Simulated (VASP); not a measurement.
# NiGe: accuracy against cost in the number of MPI ranks and SCF threshold, part 3 of 3

A convergence test on NiGe: the number of MPI ranks and SCF threshold. The series runs use PBEsol. The start is a cell from a database of measured crystal structures.

VASP 6.6.1; PBEsol, spin-polarised from a ferromagnetic start; plane waves and PAW (Ni, Ge_d).

Still holding for the runs below: The k-mesh is coarse for a metal.

So far. Step 10 (SCF threshold: EDIFF = 1E-05): Against the run before the energy moves by +0.01 meV an atom and the pressure by -2.83 GPa, after 14 cycles in 27 s.

### Step 11. SCF threshold: EDIFF = 1E-06

Contents of INCAR:

```
SYSTEM = NiGe
PREC = Accurate
ENCUT = 410
EDIFF = 1E-06
NELM = 100
ISMEAR = -1
SIGMA = 0.05
LREAL = .FALSE.
ALGO = Normal
GGA = PS
NBANDS = 66
ISPIN = 2
MAGMOM = 1 1 1 1 0 0 0 0
LASPH = .TRUE.
LMAXMIX = 4
LORBIT = 11
LWAVE = .FALSE.
LCHARG = .FALSE.
KPAR = 8
ISIF = 2
```

Contents of POSCAR:

```
NiGe
1.0
    5.3810000000      0.0000000000      0.0000000000
    0.0000000000      3.4280000000      0.0000000000
    0.0000000000      0.0000000000      5.8110000000
Ni Ge
4 4
Direct
    0.9950000000      0.7500000000      0.1900000000
    0.0050000000      0.2500000000      0.8100000000
    0.5050000000      0.2500000000      0.6900000000
    0.4950000000      0.7500000000      0.3100000000
    0.8120000000      0.7500000000      0.5830000000
    0.1880000000      0.2500000000      0.4170000000
    0.6880000000      0.2500000000      0.0830000000
    0.3120000000      0.7500000000      0.9170000000
```

Contents of KPOINTS:

```
Automatic mesh
0
Gamma
4 7 4
0 0 0
```

PAW data sets: Ni and Ge_d (PBE family, release 64).

Launch:

```sh
$ mpirun -np 8 vasp_std
```

Output:

```text
[... set-up lines as in an earlier step ...]
 entering main loop
       N       E                     dE             d eps       ncg     rms          rms(c)
[... 15 cycles as in an earlier step ...]
   1 F= -.47286719E+02 E0= -.47278686E+02  d E =-.160655E-01  mag=     0.0001
```

Run time: 29 s. Hardware: 8 MPI ranks of Intel Xeon 6975P-C (Granite Rapids), shared host; peak memory 3.2 GiB; 3.1 min of CPU time.

OUTCAR, selected parts (step 11):

```text
[... 7 parts as in an earlier step ...]

[... 1 further part left out ...]
[key lines of the parts left out:]
E-fermi :   8.7195
```

Against the run before the energy stays within 0.01 meV an atom; the pressure moves by +0.19 GPa, after 15 cycles in 29 s.

### Step 12. SCF threshold: EDIFF = 1E-08

INCAR, as its differences from that of step 11:

```diff
@@ -3,3 +3,3 @@
 ENCUT = 410
-EDIFF = 1E-06
+EDIFF = 1E-08
 NELM = 100
```

POSCAR is that of step 11.

KPOINTS is that of step 11.

Launch:

```sh
$ mpirun -np 8 vasp_std
```

Output:

```text
[... set-up lines as in an earlier step ...]
 entering main loop
       N       E                     dE             d eps       ncg     rms          rms(c)
[... 14 cycles as in an earlier step ...]
DAV:  15    -0.472867188965E+02    0.24455E-06   -0.59299E-06 11062   0.152E-02    0.714E-03
DAV:  16    -0.472867186153E+02    0.28118E-06   -0.31165E-07 11248   0.397E-03    0.326E-03
DAV:  17    -0.472867184989E+02    0.11638E-06   -0.55371E-08  9996   0.188E-03    0.974E-04
DAV:  18    -0.472867184790E+02    0.19936E-07   -0.22537E-08  7586   0.980E-04    0.442E-04
DAV:  19    -0.472867184665E+02    0.12498E-07   -0.47943E-09  5102   0.438E-04    0.348E-04
DAV:  20    -0.472867184645E+02    0.20209E-08   -0.16949E-09  5070   0.371E-04
   1 F= -.47286718E+02 E0= -.47278684E+02  d E =-.160687E-01  mag=    -0.0000
```

The job ended after 36 s (8 MPI ranks; peak memory 3.2 GiB).

OUTCAR, selected parts (step 12):

```text
  Total       -2.0908877     -3.0736562     -2.2052726      0.0000000      0.0000000      0.0000000
  in kB      -31.2526332    -45.9421361    -32.9623511      0.0000000      0.0000000      0.0000000
  external PRESSURE =     -36.7190401 kB  Pullay stress =       0.0000000 kB

 POSITION                                       TOTAL-FORCE (eV/Angst)
 -----------------------------------------------------------------------------------
      5.35409      2.57100      1.10409        -0.049553     -0.000000     -0.020805
      0.02691      0.85700      4.70691         0.049553     -0.000000      0.020805
      2.71741      0.85700      4.00959         0.049553      0.000000     -0.020805
      2.66359      2.57100      1.80141        -0.049553     -0.000000      0.020805
      4.36937      2.57100      3.38781        -0.108600     -0.000000      0.137187
      1.01163      0.85700      2.42319         0.108600     -0.000000     -0.137187
      3.70213      0.85700      0.48231         0.108600     -0.000000      0.137187
      1.67887      2.57100      5.32869        -0.108600      0.000000     -0.137187
 -----------------------------------------------------------------------------------
    total drift:                                0.000000     -0.000000     -0.000000

  FREE ENERGIE OF THE ION-ELECTRON SYSTEM (eV)
  ---------------------------------------------------
  free  energy   TOTEN  =       -47.2867184645 eV

  energy  without entropy=      -47.2706497448  energy(sigma->0) =      -47.27868410

 magnetization (x)
# of ion       s       p       d       tot
------------------------------------------
    1       -0.000   0.000  -0.000  -0.000
    2       -0.000   0.000  -0.000  -0.000
    3       -0.000   0.000  -0.000  -0.000
    4       -0.000   0.000  -0.000  -0.000
    5       -0.000   0.000   0.000   0.000
    6       -0.000   0.000   0.000   0.000
    7       -0.000   0.000   0.000   0.000
    8       -0.000   0.000   0.000   0.000
--------------------------------------------------
tot         -0.000   0.000  -0.000  -0.000

[... 2 parts as in an earlier step ...]

[... 1 further part left out ...]
[key lines of the parts left out:]
E-fermi :   8.7197
```

Against the run before the energy stays within 0.01 meV an atom; the pressure moves by -0.03 GPa, after 20 cycles in 36 s.

### Step 13. The SCF threshold series as a table

This step: convergence of PBEsol results with the threshold; plane waves and PAW (VASP 6.6.1).

Derived from the runs above.

Differences are taken from the run with EDIFF = 1E-08. Results of the series, by row:

```csv
setting,status,energy less the reference (meV/atom),pressure (GPa),largest force difference (meV/Å),moment (μB),SCF cycles,wall time (s)
EDIFF = 0.01,converged,-0.01229,-4.565,21.8,0.0136,10,19.4
EDIFF = 0.001,converged,-3.75e-6,-3.369,2.278,-0.0073,11,21
EDIFF = 1E-04,converged,-0.01205,-0.9983,3.043,0.0022,12,23
EDIFF = 1E-05,converged,-4.03e-4,-3.83,0.147,3.00e-4,14,27
EDIFF = 1E-06,converged,-2.53e-4,-3.64,0.111,1.00e-4,15,29
EDIFF = 1E-08,converged,0,-3.672,0,0,20,36
```

### Step 14. Results

```json
{"wall time from fewest to most ranks": "2.2 min to 29 s", "SCF threshold from which the energy stays within 10 meV/atom of the reference": "EDIFF = 0.01", "SCF threshold from which the energy stays within 1 meV/atom of the reference": "EDIFF = 0.01", "SCF threshold from which the pressure stays within 0.2 GPa of the reference": "EDIFF = 1E-05", "spread of the pressure over the SCF threshold": "3.57 GPa", "spread of the energy over the SCF threshold": "0.0123 meV/atom"}
```

On 8 ranks the run uses the cores at 57 % of the efficiency of 1. From EDIFF = 0.01 on, the energy stays within 1 meV an atom of the reference, at 54 % of its time. The pressure holds within 0.2 GPa from EDIFF = 1E-05 on. The loosest stop saves 10 of 20 cycles and costs -0.0 meV an atom, -0.89 GPa, 21.8 meV/Å in forces. Going from 1 ranks to 8 ranks shortens the run by a factor of 4.6; on a shared host such times are rough.

[Lines on the potential files, build, host, timing and source positions are cut from VASP's logs without a mark.]

[Logs are printed without paths, hosts, clocks, repeated set-up lines and the standing remarks that a program may print on its own settings, such as how far it seeks lower states.]

[Hosts, paths, dates, database ids (printed as entryN), source tags and the programs' standing remarks are cut or masked in the printed files.]

[A measured line is paired with the nearest computed mode of its activity, which favours agreement.]
